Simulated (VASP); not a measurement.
# Rb3Ba (I4/mmm) in VASP: settings compared, part 2 of 2

VASP 6.6.1. The steps go on from the part before.

## Step 5: Single point, PBE

Input file run.py:

```python
from ase import Atoms
from ase.calculators.vasp import Vasp
from ase.dft.bandgap import bandgap

atoms = Atoms(
    ['Ba', 'Rb', 'Rb', 'Rb'],
    cell=[[-3.371459, 3.371459, 7.371348], [3.371459, -3.371459, 7.371348], [3.371459, 3.371459, -7.371348]],
    scaled_positions=[[0.0, 0.0, 0.0], [0.5, 0.5, 0.0], [0.25, 0.75, 0.5], [0.75, 0.25, 0.5]],
    pbc=True,
)
calc = Vasp(
    directory='calc',
    xc='pbe',
    pp='PBE',
    setups='gw',
    prec='Accurate',
    encut=550,
    ediff=1e-06,
    ismear=0,
    sigma=0.02,
    lreal=False,
    lasph=True,
    nelm=80,
    algo='Fast',
    isif=2,
    lwave=False,
    lcharg=True,
    lelf=True,
    lvhar=True,
    kpts=[6, 6, 6],
    gamma=True,
)
atoms.calc = calc

print('energy (eV):', atoms.get_potential_energy())
print('free energy (eV):', atoms.get_potential_energy(force_consistent=True))
print('forces (eV/A):')
print(atoms.get_forces())
print('stress (eV/A^3, Voigt):', atoms.get_stress())
print('Fermi level (eV):', calc.get_fermi_level())
gap, top, bottom = bandgap(calc)
print('band gap (eV):', gap, 'from (spin, k, band)', top, 'to', bottom)
```

Potentials or basis: VASP PAW PBE potentials, release 64 (Ba_sv_GW, Rb_sv_GW).

The run is started by

```console
$ python run.py
```

The log of the run:

```text
energy (eV): -12.22179693
free energy (eV): -12.22226498
forces (eV/A):
[[-0.  0. -0.]
 [-0.  0. -0.]
 [-0. -0.  0.]
 [ 0.  0.  0.]]
stress (eV/A^3, Voigt): [-0.00012204 -0.00012204  0.00041273 -0.          0.         -0.        ]
Fermi level (eV): 1.05381585
band gap (eV): 0.0 from (spin, k, band) (None, None, None) to (None, None, None)
```

OUTCAR:

```text
ENCUT = 550.000000
   EDIFF = 1.00e-06
   GGA = PE
   PREC = Accurate
   ISIF = 2
   ISMEAR = 0
   NELM = 80
   LASPH = .TRUE.
   LREAL = .FALSE.

 ion  position               nearest neighbor table
   1  0.000  0.000  0.000-
   2  0.500  0.500  0.000-
   3  0.250  0.750  0.500-
   4  0.750  0.250  0.500-

  LATTYP: Found a body centered tetragonal cell.
 ALAT       =     6.7429180000
 C/A-ratio  =     2.1863970465

  Lattice vectors:

 A1 = (  -3.3714590000,   3.3714590000,   7.3713480000)
 A2 = (   3.3714590000,  -3.3714590000,   7.3713480000)
 A3 = (   3.3714590000,   3.3714590000,  -7.3713480000)

Analysis of symmetry for initial positions (statically):
=====================================================================
 Subroutine PRICEL returns:
 Original cell was already a primitive cell.

 Routine SETGRP: Setting up the symmetry group for a
 body centered tetragonal supercell.

 Subroutine GETGRP returns: Found 16 space group operations
 (whereof 16 operations were pure point group operations)
 out of a pool of 16 trial point group operations.

The static configuration has the point symmetry D_4h.

Analysis of symmetry for dynamics (positions and initial velocities):
=====================================================================
 Subroutine PRICEL returns:
 Original cell was already a primitive cell.

 Routine SETGRP: Setting up the symmetry group for a
 body centered tetragonal supercell.

 Subroutine GETGRP returns: Found 16 space group operations
 (whereof 16 operations were pure point group operations)
 out of a pool of 16 trial point group operations.

The dynamic configuration has the point symmetry D_4h.

 Subroutine INISYM returns: Found 16 space group operations
 (whereof 16 operations are pure point group operations),
 and found     1 'primitive' translations

----------------------------------------------------------------------------------------

                                     Primitive cell

  volume of cell :     335.1527

  direct lattice vectors                    reciprocal lattice vectors
    -3.371459000  3.371459000  7.371348000     0.000000000  0.148303746  0.067830199
     3.371459000 -3.371459000  7.371348000     0.148303746  0.000000000  0.067830199
     3.371459000  3.371459000 -7.371348000     0.148303746  0.148303746  0.000000000

  length of vectors
     8.778965937  8.778965937  8.778965937     0.163079542  0.163079542  0.209733169
[... 86 lines left out ...]
   LREAL  =      F    real-space projection
   EDIFFG = 0.1E-04   stopping-criterion for IOM
   NSW    =      0    number of steps for IOM
   IBRION =     -1    ionic relax: 0-MD 1-quasi-New 2-CG
   NFREE  =      0    steps in history (QN), initial steepest desc. (CG)
   ISIF   =      2    stress and relaxation
   ISYM   =      2    0-nonsym 1-usesym 2-fastsym
   POTIM  = 0.5000    time-step for ionic-motion
   TEBEG  =    0.0;   TEEND  =   0.0 temperature during run
   PSTRESS=    0.0 pullay stress
   NELECT =      37.0000    total number of electrons
   NUPDOWN=      -1.0000    fix difference up-down
   EMIN   =  10.00;   EMAX   =-10.00  energy-range for DOS
   EFERMI =   0.00;   METHOD = LEGACY
   ISMEAR =     0;   SIGMA  =   0.02  broadening in eV -4-tet -1-fermi 0-gaus
   EFERMI_NEDOS =   21; number of points for ismear=-14 and -15
   IALGO  =     68    algorithm
   IMIX   =      4    mixing-type and parameters
     AMIX     =   0.40;   BMIX     =  1.00
     AMIX_MAG =   1.60;   BMIX_MAG =  1.00
  volume/ion in A,a.u.               =      83.79       565.43
  Fermi-wavevector in a.u.,A,eV,Ry     =   0.785346  1.484089  8.391648  0.616769
  Thomas-Fermi vector in A             =   1.889664
   LORBIT       =      0    0 simple, 1 ext, 2 COOP (PROOUT), +10 PAW based schemes
   GGA     = PE    functional components
   LHFCALC =     F    Hartree Fock is set to
   AEXX    =    0.0000 exact exchange contribution
   IVDW    =     0    specifies the selected vdW correction
   LEPSILON=     F    determine dielectric tensor
   LRPA    =     F    only Hartree local field effects (RPA)
 non-spin polarized calculation
 RMM-DIIS sequential band-by-band and
 Gauss-broadening in eV      SIGMA  =   0.02
  energy-cutoff  :      550.00
  volume of cell :      335.15
 maximum number of plane-waves:      9868
 NGX is ok and might be reduce to    70
   NGX = 33   NGY = 33   NGZ = 33

 number of electron      36.9999999 magnetization

 Free energy of the ion-electron system (eV)
  ---------------------------------------------------
  ext. energy  EPLUGINS =         0.00000000
  ---------------------------------------------------
  free energy    TOTEN  =       -12.22226498 eV

  energy without entropy =      -12.22132889  energy(sigma->0) =      -12.22179693

 E-fermi :   1.0538     XC(G=0):  -5.9410

 val. band max:        1.0404837191   @ k =   0.1667   0.1667   0.1667
 cond. band min:       1.0582475187   @ k =   0.0000   0.0000   0.0000
 fundamental gap:      0.0177637995
 Fermi energy:         1.0538158492

 k-point     1 :       0.0000    0.0000    0.0000
  band No.  band energies     occupation
      1     -28.9973      2.00000
      2     -27.5150      2.00000
      3     -27.5093      2.00000
      4     -27.4411      2.00000
      5     -14.1164      2.00000
      6     -14.1094      2.00000
[... 589 lines left out ...]
     21       1.7794      0.00000
     22       1.9082      0.00000

 [... further k-points ...]

------------------------ aborting loop because EDIFF is reached ----------------------------------------

  FORCE on cell =-STRESS in cart. coord.  units (eV):
  Direction    XX          YY          ZZ          XY          YZ          ZX
  --------------------------------------------------------------------------------------
  -------------------------------------------------------------------------------------
  Total        0.0409029      0.0409029     -0.1383258      0.0000000      0.0000000     -0.0000000
  in kB        0.1955339      0.1955339     -0.6612584      0.0000000      0.0000000     -0.0000000
  external PRESSURE =      -0.0900636 kB  Pullay stress =       0.0000000 kB

 VOLUME and BASIS-vectors are now :
 -----------------------------------------------------------------------------
  energy-cutoff  :      550.00
  volume of cell :      335.15
      direct lattice vectors                 reciprocal lattice vectors
    -3.371459000  3.371459000  7.371348000     0.000000000  0.148303746  0.067830199
     3.371459000 -3.371459000  7.371348000     0.148303746  0.000000000  0.067830199
     3.371459000  3.371459000 -7.371348000     0.148303746  0.148303746  0.000000000

 POSITION                                       TOTAL-FORCE (eV/Angst)
 -----------------------------------------------------------------------------------
      0.00000      0.00000      0.00000        -0.000000      0.000000     -0.000000
      0.00000      0.00000      7.37135        -0.000000      0.000000     -0.000000
      3.37146     -0.00000      3.68567        -0.000000     -0.000000      0.000000
     -0.00000      3.37146      3.68567         0.000000      0.000000      0.000000
 -----------------------------------------------------------------------------------
    total drift:                               -0.000000     -0.000000      0.000000

  FREE ENERGIE OF THE ION-ELECTRON SYSTEM (eV)
  ---------------------------------------------------
  free  energy   TOTEN  =       -12.2222649833 eV

  energy  without entropy=      -12.2213288865  energy(sigma->0) =      -12.22179693
```

INCAR:

```text
ENCUT = 550.000000
SIGMA = 0.020000
EDIFF = 1.00e-06
ALGO = Fast
GGA = PE
PREC = Accurate
ISIF = 2
ISMEAR = 0
NELM = 80
LASPH = .TRUE.
LCHARG = .TRUE.
LELF = .TRUE.
LVHAR = .TRUE.
LWAVE = .FALSE.
LREAL = .FALSE.
```

Wall time 29 min (1 thread of Intel Xeon Platinum 8259CL at 2.50GHz (Skylake/Cascade Lake), shared host); peak memory 0.91 GiB.

Results:

* Free energy: -12.2223 eV
* Pressure: 0.0 GPa
* Band gap on the k mesh: none (metal or under the smearing width)

Stress tensor (GPa, compression positive):
```
 0.02  0.00  0.00
 0.00  0.02  0.00
 0.00  0.00 -0.07
```
